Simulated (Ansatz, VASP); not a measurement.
Fitting the PBE energy curve of BeCr3

Space group Pm-3m (No. 221). a = 3.511 Å, b = 3.511 Å, c = 3.511 Å, α = 90.00°, β = 90.00°, γ = 90.00°
| atom | site | symmetry | x | y | z |
| --- | --- | --- | --- | --- | --- |
| Cr | 3c | 4/mm.m | 0.5000 | 0.5000 | 0.0000 |
| Be | 1a | m-3m | 0.0000 | 0.0000 | 0.0000 |

The cell comes from a database or a generator and needn't be the stable form of this composition.

The cell was scaled at fixed shape and fractions and run with Ansatz, Ansatz PAW, cutoff 420 eV; PBE, k mesh 8 × 8 × 8 on the cell of 4 atoms, fermi-dirac occupations of 0.05 eV, collinear spin, ferromagnetic start, no spin-orbit coupling. Energies are those that the program minimises, any entropy of the smearing included. For a metal such a mesh isn't converged to the digits shown. The magnetic state is the one that the start led to, which needn't be the lowest.

```tsv
V (Å³/atom)	energy over the lowest row (meV/atom)
10.1728	26.58
10.3892	10.87
10.6057	2.24
10.8221	0.00
11.0386	3.55
11.2550	?
11.4714	25.83
```

Problem. Fit the third-order Birch-Murnaghan form, give V0, B0 and B′, and predict the energy left open.

Solution. With y = (V0/V)^(2/3), E = E0 + (9 V0 B0/16) [(y - 1)³ B′ + (y - 1)² (6 - 4y)]. Least squares through the rows shown give V0 = 10.7941 Å³/atom, E0 = -0.05 meV, B0 = 216.1 GPa (1 eV/Å³ = 160.218 GPa) and B′ = 4.02, with a largest miss of 0.01 meV. At V = 11.2550 the form with these constants gives 12.32 meV; the run gave 12.32 meV an atom. Other set-ups at this level, from all their volumes (Å³/atom, GPa): VASP, PBE PAW files Be, Cr_pv, 520 eV: V0 10.780, B0 216.6.
